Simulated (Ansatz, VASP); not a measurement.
# Cross-check of Al (Al(110)) between VASP and Ansatz

Wanted: the spread between two codes on one cell, functional and k mesh. The cell is taken from a series of runs on this material, whose earlier steps may have relaxed, scaled, displaced or heated it; both programs get it as it stands.

Main program and level: Ansatz 0.2.0; plane waves, with VASP 6.6.1 beside it; single point at r2SCAN.

## 1. Set-up

The cell holds 6 atoms: 6 Al. Its edges and angles: a = 4.050 Å, b = 2.864 Å, c = 25.159 Å, α = 90.0°, β = 90.0°, γ = 90.0°. Vacuum lies along c.

Structure file:

```
Al
1.0
     4.05000    0.00000    0.00000
     0.00000    2.86378    0.00000
     0.00000    0.00000   25.15946
Al
6
Cartesian
  2.0250 1.4319 9.0000
  0.0000 0.0000 10.4319
  2.0250 1.4319 11.8638
  0.0000 0.0000 13.2957
  2.0250 1.4319 14.7276
  0.0000 0.0000 16.1595
```

## 2. VASP: single point, r2SCAN

A single point gives forces, pressure and levels at one fixed geometry, so differences don't come from the geometry; what else differs is listed under the comparison.

Lines of VASP's logs that name or quote its potential files are left out, and so is its time.

INCAR reads:

```
SYSTEM = Al
PREC = Accurate
ENCUT = 440
EDIFF = 1E-06
NELM = 120
ISMEAR = -1
SIGMA = 0.1
LREAL = .FALSE.
ALGO = Normal
METAGGA = R2SCAN
LASPH = .TRUE.
NBANDS = 15
LORBIT = 11
LWAVE = .FALSE.
LCHARG = .FALSE.
ISIF = 2
LDIPOL = .TRUE.
IDIPOL = 3
DIPOL = 0.5 0.5 0.5
LVHAR = .TRUE.
GGA_COMPAT = .FALSE.
NELMDL = -8
LMIXTAU = .TRUE.
KPAR = 2
```

POSCAR reads:

```
Al
1.0
    4.0500000000      0.0000000000      0.0000000000
    0.0000000000      2.8637824638      0.0000000000
    0.0000000000      0.0000000000     25.1594561595
Al
6
Direct
    0.5000000000      0.5000000000      0.3577183840
    0.0000000000      0.0000000000      0.4146310304
    0.5000000000      0.5000000000      0.4715436768
    0.0000000000      0.0000000000      0.5284563232
    0.5000000000      0.5000000000      0.5853689696
    0.0000000000      0.0000000000      0.6422816160
```

KPOINTS reads:

```
Automatic mesh
0
Gamma
12 18 1
0 0 0
```

The projector-augmented-wave data sets are Al (PBE family, release 64).

On the command line:

```
> mpirun -np 2 vasp_std
```

Numbers of over 12 decimals in the logs are rounded to 6 here.

Output:

```text
[banner, memory and clock lines left out]
running    2 mpi-ranks, on    1 nodes
 distrk:  each k-point on    1 cores,    2 groups
 distr:  one band on    1 cores,    1 groups

 POSCAR found type information on POSCAR Al
 POSCAR found :  1 types and       6 ions
|                                                                             |
|               ----> ADVICE to this user running VASP <----                  |
|                                                                             |
|     You enforced a specific xc type in the INCAR file but a different       |
|     [... a line on the potential file left out ...]
|     I HOPE YOU KNOW WHAT YOU ARE DOING!                                     |
|                                                                             |

 LDA part: xc-table for (None), standard interpolation
 POSCAR, INCAR and KPOINTS ok, starting setup
 FFT: planning ... GRIDC
 FFT: planning ... GRID_SOFT
 FFT: planning ... GRID
 WAVECAR not read
 entering main loop
       N       E                     dE             d eps       ncg     rms          rms(c)
DAV:   1     0.314687317313E+02    0.31469E+02   -0.50702E+03  2100   0.743E+02
DAV:   2    -0.382335870011E+02   -0.69702E+02   -0.64989E+02  2945   0.125E+02
DAV:   3    -0.408902679599E+02   -0.26567E+01   -0.26063E+01  2780   0.280E+01
DAV:   4    -0.409914591644E+02   -0.10119E+00   -0.10112E+00  3550   0.648E+00
DAV:   5    -0.409948889164E+02   -0.34298E-02   -0.34297E-02  3647   0.996E-01
DAV:   6    -0.409950194669E+02   -0.13055E-03   -0.13055E-03  3674   0.159E-01
DAV:   7    -0.409950270778E+02   -0.76109E-05   -0.76109E-05  3581   0.302E-02
DAV:   8    -0.409950275480E+02   -0.47021E-06   -0.47021E-06  3182   0.652E-03    0.720E+00
DAV:   9    -0.400730877327E+02    0.92194E+00   -0.28675E+00  2533   0.729E+00    0.417E+00
DAV:  10    -0.395776045322E+02    0.49548E+00   -0.40593E-01  2436   0.385E+00    0.204E+00
DAV:  11    -0.394067671110E+02    0.17084E+00   -0.13068E-01  2695   0.197E+00    0.363E-01
DAV:  12    -0.393181999470E+02    0.88567E-01   -0.16640E-02  2893   0.795E-01    0.196E-01
DAV:  13    -0.391891232493E+02    0.12908E+00   -0.64329E-03  2709   0.425E-01    0.116E-01
DAV:  14    -0.390774513191E+02    0.11167E+00   -0.57464E-03  2702   0.484E-01    0.744E-02
[...]
DAV:  49    -0.386695329262E+02   -0.32738E-04   -0.32105E-06  2156   0.144E-02    0.114E-03
DAV:  50    -0.386695503699E+02   -0.17444E-04   -0.24933E-06  2097   0.114E-02    0.785E-04
DAV:  51    -0.386695562566E+02   -0.58866E-05   -0.56704E-07  2022   0.695E-03    0.592E-04
DAV:  52    -0.386695618600E+02   -0.56035E-05   -0.87319E-07  1748   0.766E-03    0.410E-04
DAV:  53    -0.386695642630E+02   -0.24030E-05   -0.76626E-07  1840   0.725E-03    0.159E-04
DAV:  54    -0.386695627944E+02    0.14686E-05   -0.48930E-07  1607   0.583E-03    0.793E-05
DAV:  55    -0.386695641441E+02   -0.13497E-05   -0.46506E-07  1622   0.560E-03    0.109E-04
DAV:  56    -0.386695643442E+02   -0.20012E-06   -0.12450E-07  1519   0.324E-03
   1 F= -.38669564E+02 E0= -.38615257E+02  d E =-.108614E+00
```

Parts of OUTCAR (step 2):

```text
ion  position               nearest neighbor table
   1  0.500  0.500  0.358-   2 2.86   2 2.86   2 2.86   2 2.86   3 2.86
   2  0.000  0.000  0.415-   1 2.86   3 2.86   1 2.86   3 2.86   1 2.86   3 2.86   1 2.86   3 2.86
                             4 2.86
   3  0.500  0.500  0.472-   4 2.86   4 2.86   4 2.86   4 2.86   2 2.86   2 2.86   2 2.86   2 2.86
                             5 2.86   1 2.86
   4  0.000  0.000  0.528-   3 2.86   3 2.86   3 2.86   3 2.86   5 2.86   5 2.86   5 2.86   5 2.86
                             2 2.86   6 2.86
   5  0.500  0.500  0.585-   4 2.86   6 2.86   4 2.86   6 2.86   4 2.86   6 2.86   4 2.86   6 2.86
                             3 2.86
   6  0.000  0.000  0.642-   5 2.86   5 2.86   5 2.86   5 2.86   4 2.86

  LATTYP: Found a simple orthorhombic cell.
 ALAT       =     2.8637824638
 B/A-ratio  =     1.4142135624
 C/A-ratio  =     8.7853936106

 Subroutine GETGRP returns: Found  8 space group operations
 (whereof  4 operations were pure point group operations)

The static configuration has the point symmetry C_2v.
 The point group associated with its full space group is D_2h.

 Found     70 irreducible k-points:

   k-points           NKPTS =     70   k-points in BZ     NKDIM =     70   number of bands    NBANDS=     15

   dimension x,y,z NGX =    28 NGY =   20 NGZ =  180
   dimension x,y,z NGXF=    56 NGYF=   40 NGZF=  360

   ENCUT  =  440.0 eV  32.34 Ry    5.69 a.u.   6.93  4.90 43.03*2*pi/ulx,y,z

   NELECT =      18.0000    total number of electrons

 k-points in reciprocal lattice and weights: Automatic mesh
   0.00000000  0.00000000  0.00000000       0.005
   0.08333333  0.00000000  0.00000000       0.009
   0.16666667  0.00000000  0.00000000       0.009
   0.25000000  0.00000000  0.00000000       0.009
   0.33333333  0.00000000  0.00000000       0.009
   0.41666667  0.00000000  0.00000000       0.009
   0.50000000  0.00000000  0.00000000       0.005
   0.00000000  0.05555556  0.00000000       0.009
   0.08333333  0.05555556  0.00000000       0.019
[...]
0.41666667  0.50000000  0.00000000       0.009
   0.50000000  0.50000000  0.00000000       0.005

 dipolmoment           0.000000      0.000000      0.000000 electrons x Angstroem

 average (electrostatic) potential at core
       1 -83.6480       2 -83.5283       3 -83.4943       4 -83.4943       5 -83.5283
       6 -83.6480

 E-fermi :   0.1419

 k-point     1 :       0.0000    0.0000    0.0000
  band No.  band energies     occupation
    ...
      5      -2.7170      2.00000
      6      -2.6190      2.00000
      7      -1.3654      2.00000
      8      -1.0390      1.99999
      9      -0.2584      1.96412
     10       0.3471      0.22760
     11       0.6237      0.01603
     12       2.5118      0.00000
     13       2.6651      0.00000
     14       3.1828      0.00000
    ...

 k-point     2 :       0.0833    0.0000    0.0000
  band No.  band energies     occupation
    ...
      6      -2.6928      2.00000
      7      -2.1530      2.00000
      8      -0.5161      1.99723
      9      -0.0448      1.73212
     10       0.2257      0.60376
     11       1.2645      0.00003
     12       2.3230      0.00000
     13       2.7473      0.00000
     14       3.4434      0.00000
     15       4.2460      0.00000

 k-point     3 :       0.1667    0.0000    0.0000
  band No.  band energies     occupation
    ...
      5      -4.6548      2.00000
      6      -3.4396      2.00000
      7      -2.4852      2.00000
      8      -1.4705      2.00000
      9       0.1882      0.77221
     10       1.3131      0.00002
     11       1.5440      0.00000
     12       2.6237      0.00000
     13       3.0333      0.00000
     14       4.1122      0.00000
    ...

  Total       -2.9850729     -4.1951111     -2.9836296      0.0000000      0.0000000      0.0000000
  in kB      -16.3896331    -23.0333844    -16.3817084      0.0000000      0.0000000      0.0000000
  external PRESSURE =     -18.6015753 kB  Pullay stress =       0.0000000 kB

  energy-cutoff  :      440.00
  volume of cell :      291.81
      direct lattice vectors                 reciprocal lattice vectors
     4.050000000  0.000000000  0.000000000     0.246913580  0.000000000  0.000000000
     0.000000000  2.863782464  0.000000000     0.000000000  0.349188534  0.000000000
     0.000000000  0.000000000 25.159456159     0.000000000  0.000000000  0.039746487

 POSITION                                       TOTAL-FORCE (eV/Angst)
 -----------------------------------------------------------------------------------
      2.02500      1.43189      9.00000         0.000000      0.000000      0.461506
      0.00000      0.00000     10.43189         0.000000      0.000000     -0.106875
      2.02500      1.43189     11.86378         0.000000      0.000000      0.092288
      0.00000      0.00000     13.29567         0.000000      0.000000     -0.092288
      2.02500      1.43189     14.72756         0.000000      0.000000      0.106875
      0.00000      0.00000     16.15946         0.000000      0.000000     -0.461506
 -----------------------------------------------------------------------------------
    total drift:                               -0.000000      0.000000      0.000000

  FREE ENERGIE OF THE ION-ELECTRON SYSTEM (eV)
  ---------------------------------------------------
  free  energy   TOTEN  =       -38.6695643442 eV

  energy  without entropy=      -38.5609499094  energy(sigma->0) =      -38.61525713

 vacuum level on the upper side and lower side of the slab         4.169         4.169

 total charge
# of ion       s       p       d       tot
------------------------------------------
    1        0.473   0.293   0.000   0.766
    2        0.425   0.342   0.000   0.767
    3        0.419   0.354   0.000   0.772
    4        0.419   0.354   0.000   0.772
    5        0.425   0.342   0.000   0.767
    6        0.473   0.293   0.000   0.766
--------------------------------------------------
tot          2.634   1.978   0.000   4.612

[... 3 further parts left out ...]
```

## 3. Ansatz: single point, r2SCAN

Ansatz runs on its default PAW (the set named soft_2) files.

The same cell, functional, mesh and smearing now go to Ansatz, which takes its cutoff from its data sets.

input.yaml reads:

```yaml
crystal:
  lattice:
    - [4.05, 0.0, 0.0]
    - [0.0, 2.8637824638, 0.0]
    - [0.0, 0.0, 25.1594561595]
  atoms:
    - { symbol: Al, position: [0.5, 0.5, 0.357718384] }
    - { symbol: Al, position: [0.0, 0.0, 0.4146310304] }
    - { symbol: Al, position: [0.5, 0.5, 0.4715436768] }
    - { symbol: Al, position: [0.0, 0.0, 0.5284563232] }
    - { symbol: Al, position: [0.5, 0.5, 0.5853689696] }
    - { symbol: Al, position: [0.0, 0.0, 0.642281616] }
kpoints:
  mp_grid: { grid: [12, 18, 1] }
hamiltonian:
  xc: r2scan
scf:
  occupations: { method: fermi_dirac, width: 0.1 }
  convergence: { dr2_threshold: 1.0e-10 }
efield:
  axis: 3
  dipole_correction: true
  ramp_position: 0.97
  ramp_width: 0.06
  amplitude: 0
output:
  forces: true
  write_potential: true
  write_density: true
  volumetric_format: npy
```

On the command line:

```
> ansatz run input.yaml --threads 2 --pin off --max-ram 3072MiB --backend cpu --events-out ev --progress --plain --runs-dir out
```

Output:

```text
Engine: ansatz 0.2.0, aarch64-unknown-linux-gnu
Pseudopotentials: kind: paw
Pseudopotential: Al, paw, valence charge 3, recommended cutoff 500 eV (meta_gga), Al.paw.azcp
Functional definition: r2SCAN
  parameter k0 = 0.174
  parameter k1 = 0.065
  parameter a1 = 4.9479
  exchange = r2scan_x(k0 = k0, k1 = k1, a1 = a1)
  correlation = r2scan_c
Crystal: 6 atoms, lattice volume = 291.807 Å³
Basis set: ecut = 500 eV, 7411 PW (Γ), exchange–correlation on 120×96×768 points (64 copies of the dense FFT grid, shifted against one another)
Bands: 15, of which v1, the nominal top of the filled ones, is band 9 counted from 1 (8 counted from 0)
Symmetry: 4 space group operations
k-points: 70 of 216
Non-local potential: Al, projectors of the file, l = 0: 2, l = 1: 2, l = 2: 1
PAW form: soft (Blöchl's): semilocal exchange-correlation on the pseudo side does not see the compensation charge
PAW frozen core: Al, regenerated for the run's functional (the file was generated under x = pbe(κ = 0.804, μ = 0.219515), c = pbe(β = 0.066725))
PAW one-centre angular grid: Al, 302 points (default); XC on 160 Gauss nodes
Initial density: superposition of atomic densities (neutral atoms: chi_scale 0, normalization atom), corrected by the library's trained network
Initial wavefunctions: pseudopotential atomic-orbital guess
Functional: x = r2scan, c = r2scan; τ floored in thin density (d = 2e-4 eV/Å³)
SCF iter   1: F=—  HF=-3240.683856 eV  |F-HF|=—  |Δ(HF+E_count)|=         —  Δρ=2.27e-3  dr2=2.40e-2  dr2_τ=2.00e-2  ethr=1.77e-3  p=0.000 e·Å  D=1.10e-14 V/Å  ΔV_dip=-0.00 eV  dr2_dipole=2.19e-8  V_vac-E_F(+/−)=3.91/3.91 eV  ⟨swp⟩=8.9  Hψ=8279  notcnv=0
efield: sawtooth ramp at fractional position 0.9700 (set: `efield.ramp_position`, or a place that a band, a saddle search or an elastic batch's reference lends), width 0.0600; the density the first Hamiltonian is built on has a dipole p = 0.000 e·Å; the dipole correction subtracts the counter field D = 1.10e-14 V/Å, which shifts the + side's vacuum level by -0.00 eV against the − side's; the planar-averaged density in the ramp window peaks in size at 6.1e-6 e/Å³
preconditioner: auto → LDOS  [metal: Δε(μ)=0.004 eV  Ē_g=6.581 eV  σ=0.100 eV  W_gap=0.01  n_scr=22 (ndim 8)  ℏωp=9.2 eV  f_vac=0.530  D(μ)=3.26/eV (n_scr^D=10)  β→1.0]
SCF iter   2: F=—  HF=-3240.723183 eV  |F-HF|=—  |Δ(HF+E_count)|=   3.93e-2  Δρ=7.60e-4  dr2=1.92e-3  dr2_τ=6.30e-6  ethr=1.34e-4  p=-0.000 e·Å  D=-9.86e-7 V/Å  ΔV_dip=0.00 eV  dr2_dipole=3.58e-8  V_vac-E_F(+/−)=3.98/3.98 eV  ⟨swp⟩=2.2  Hψ=2681  notcnv=0  defer=4
SCF iter   3: F=—  HF=-3240.723848 eV  |F-HF|=—  |Δ(HF+E_count)|=   6.65e-4  Δρ=1.79e-4  dr2=1.33e-4  dr2_τ=7.69e-7  ethr=1.07e-5  p=-0.000 e·Å  D=-4.32e-6 V/Å  ΔV_dip=0.00 eV  dr2_dipole=1.90e-9  V_vac-E_F(+/−)=4.00/4.00 eV  ⟨swp⟩=2.7  Hψ=1837  notcnv=0  defer=4
SCF iter   4: F=—  HF=-3240.723939 eV  |F-HF|=—  |Δ(HF+E_count)|=   9.06e-5  Δρ=5.25e-5  dr2=2.06e-5  dr2_τ=5.41e-8  ethr=7.39e-7  p=-0.000 e·Å  D=-1.08e-7 V/Å  ΔV_dip=0.00 eV  dr2_dipole=2.81e-9  V_vac-E_F(+/−)=4.01/4.01 eV  ⟨swp⟩=2.4  Hψ=1775  notcnv=0  defer=4
SCF iter   5: F=—  HF=-3240.723947 eV  |F-HF|=—  |Δ(HF+E_count)|=   8.47e-6  Δρ=1.61e-5  dr2=1.89e-6  dr2_τ=4.83e-9  ethr=1.14e-7  p=0.000 e·Å  D=1.79e-7 V/Å  ΔV_dip=-0.00 eV  dr2_dipole=2.11e-11  V_vac-E_F(+/−)=4.02/4.02 eV  ⟨swp⟩=2.5  Hψ=1771  notcnv=0  defer=4
SCF iter   6: F=—  HF=-3240.723959 eV  |F-HF|=—  |Δ(HF+E_count)|=   1.21e-5  Δρ=2.78e-6  dr2=7.15e-8  dr2_τ=2.31e-10  ethr=1.05e-8  p=0.000 e·Å  D=1.33e-7 V/Å  ΔV_dip=-0.00 eV  dr2_dipole=3.50e-12  V_vac-E_F(+/−)=4.02/4.02 eV  ⟨swp⟩=2.5  Hψ=1761  notcnv=0  defer=4
SCF iter   7: F=—  HF=-3240.723959 eV  |F-HF|=—  |Δ(HF+E_count)|=   3.28e-8  Δρ=7.50e-7  dr2=3.81e-9  dr2_τ=7.48e-12  ethr=3.97e-10  p=0.000 e·Å  D=5.36e-8 V/Å  ΔV_dip=-0.00 eV  dr2_dipole=1.86e-13  V_vac-E_F(+/−)=4.02/4.02 eV  ⟨swp⟩=2.5  Hψ=1785  notcnv=0  defer=4
SCF iter   8: F=—  HF=-3240.723959 eV  |F-HF|=—  |Δ(HF+E_count)|=   3.19e-9  Δρ=1.62e-7  dr2=1.33e-10  dr2_τ=3.51e-13  ethr=2.12e-11  p=-0.000 e·Å  D=-1.09e-8 V/Å  ΔV_dip=0.00 eV  dr2_dipole=5.37e-14  V_vac-E_F(+/−)=4.02/4.02 eV  ⟨swp⟩=2.3  Hψ=1764  notcnv=0  defer=4
SCF iter   9: F=-3240.723959 eV  HF=-3240.723959 eV  |F-HF|=1.00e-11  |Δ(HF+E_count)|=  1.64e-10  Δρ=2.97e-8  dr2=3.24e-12  dr2_τ=1.27e-14  ethr=1.00e-12  p=-0.000 e·Å  D=-2.09e-9 V/Å  ΔV_dip=0.00 eV  dr2_dipole=1.35e-14  V_vac-E_F(+/−)=4.02/4.02 eV  ⟨swp⟩=10.5  Hψ=6726  notcnv=0
SCF 1 converged in 9 iterations: F = -3240.723959 eV  dr2 = 3.24e-12
  greatest PAW one-centre occupation: 0.477 electrons in one spin orbital (limit 2), on the Al atom at site 0 (counted from 0), in its partial waves of l = 0
WARN: The output density's exchange-correlation potential varies sharply where the density is thin. Do not read a vacuum level from v_tot or v_xc, or from such a field of the output density. On a cell that repeats whose density bears no net charge and no dipole along the vacuum's axis use v_es (v_loc + v_h of the components); under efield.dipole_correction with no amplitude use v_es + v_field, which holds any externa [...]
SCF converged after 9 iterations
Free energy (F): -3240.723959 eV
Harris-Foulkes:  -3240.723959 eV  (|F-HF|=1.00e-11)
Internal energy: -3240.615365 eV  (E = F + TS)
E sigma→0 (E₀):  -3240.669662 eV
Entropy (-TS):   -0.108594 eV (-18.099 meV/atom)
Fermi energy:    0.131284 eV
Dipole field:    D = 0.000000 V/Å  (p = 0.000000 e·Å, saw-weighted, corrected)
Work function:   Φ+ = 4.0205 eV   Φ− = 4.0205 eV
Levels:          The Fermi level and band energies are counted from a zero that moves with the ramp; work functions are not
--- Per-component energies (eV) ---
  E_band       = -76.916189
  E_kinetic    = 130.000866
  E_local      = -4475.731608  (includes V_loc(G=0)·N_el)
  E_nonlocal   = 58.293620
  E_hartree    = 2201.549551
  E_xc         = -215.202897
  E_vxc        = -179.840604  (∫ρ·V_xc dr)
  E_paw        = -2838.078414  (= ΣΔE_a)
  E_vpaw       = -19.948282  (= ΣTr[D̂ρ^β])
  E_aug_tail   = -0.000005  (compensation charges beyond the density's cutoff)
  E_vtau       = 7.210704  (kinetic-family band-sum trace: ∫τ·v_τ [+ j·A + Jᵃ·Aᵃ] dr)
  E_efield     = 0.000000  (sawtooth field / dipole correction)
  E_vefield    = 0.000000  (∫n·V_field dr)
  E_ewald      = 1898.914169
  E_core_change = -0.360648  (= ΣΔE_core)
  E_smearing   = -0.108594  (= −TS)
  E_closure    = 0.000000  (closes the sum)
  Σ components = -3240.723959   (vs F -3240.723959, Δ=0.00e0)
--- Forces (eV/Å), atoms counted from 1 ---
  atom   1  Al     0.00000000     0.00000000     0.44709826
  atom   2  Al     0.00000000    -0.00000000    -0.11150082
  atom   3  Al     0.00000000     0.00000000     0.09113426
  atom   4  Al     0.00000000    -0.00000000    -0.09113425
  atom   5  Al     0.00000000     0.00000000     0.11150073
  atom   6  Al     0.00000000    -0.00000000    -0.44709822
  max |Σ_I F_I| component: 4.73e-8 eV/Å
--- Band table (eV; the first three rows and the last of 70) ---
  k-point 0: bands = [... 5 lower, -2.6349, -1.3802, -1.0495, -0.2692, 0.3367, 0.6118, 2.4958, 2.6515, ... 2 higher]
  k-point 1: bands = [... 5 lower, -2.5805, -1.3257, -0.9944, -0.2187, 0.3901, 0.6665, 2.5407, 2.6982, ... 2 higher]
  k-point 2: bands = [... 5 lower, -2.4170, -1.1621, -0.8325, -0.0738, 0.5464, 0.8304, 2.6532, 2.8292, ... 2 higher]
  k-point 69: bands = [... 5 lower, -3.2294, -2.7176, -2.7176, -1.3943, -1.3943, -0.2765, -0.2765, 1.5287, ... 2 higher]
```

## 4. Comparison

Known differences besides the potentials themselves: VASP keeps PBE cores, Ansatz makes them for the functional; the cutoff is 500 eV in Ansatz and 440 eV in VASP. Total energies have different zeros and are not compared.

The two programs side by side:

| quantity | Ansatz | VASP | difference |
| --- | --- | --- | --- |
| work function, lower of the two faces (eV) | 4.02 | 4.03 | -0.01 |
| work function, higher of the two faces (eV) | 4.02 | 4.03 | -0.01 |

Forces (eV/Å; atoms numbered as in POSCAR):

| atom | Ansatz x, y, z | VASP x, y, z |
| --- | --- | --- |
| Al1 | 0.000, 0.000, 0.447 | 0.000, 0.000, 0.462 |
| Al2 | 0.000, 0.000, -0.112 | 0.000, 0.000, -0.107 |
| Al3 | 0.000, 0.000, 0.091 | 0.000, 0.000, 0.092 |
| Al4 | 0.000, 0.000, -0.091 | 0.000, 0.000, -0.092 |
| Al5 | 0.000, 0.000, 0.112 | 0.000, 0.000, 0.107 |
| Al6 | 0.000, 0.000, -0.447 | 0.000, 0.000, -0.462 |

The forces differ by 5.1 meV/Å r.m.s., which is 3.1 % of the r.m.s. force of 0.161 eV/Å (both taken over all components). With vacuum in the cell, a pressure given here is an average over mostly empty space and none of the material.

## 5. What came out

- r.m.s. force difference (single point, r2SCAN): 5.1 meV/Å

In words: The r.m.s. force difference is 5.1 meV/Å (single point, r2SCAN), within the 12 meV/Å picked in this series as the mark of a large difference. Such differences can come from data sets, numerical settings and the points named under the comparisons, not from the functional's error against experiment.

[Lines on the potential files, build, host, timing and source positions are cut from VASP's logs without a mark.]

[Logs are printed without paths, hosts, clocks, repeated set-up lines and the standing remarks that a program may print on its own settings, such as how far it seeks lower states.]

[Hosts, paths, dates, database ids (printed as entryN), source tags and the programs' standing remarks are cut or masked in the printed files.]
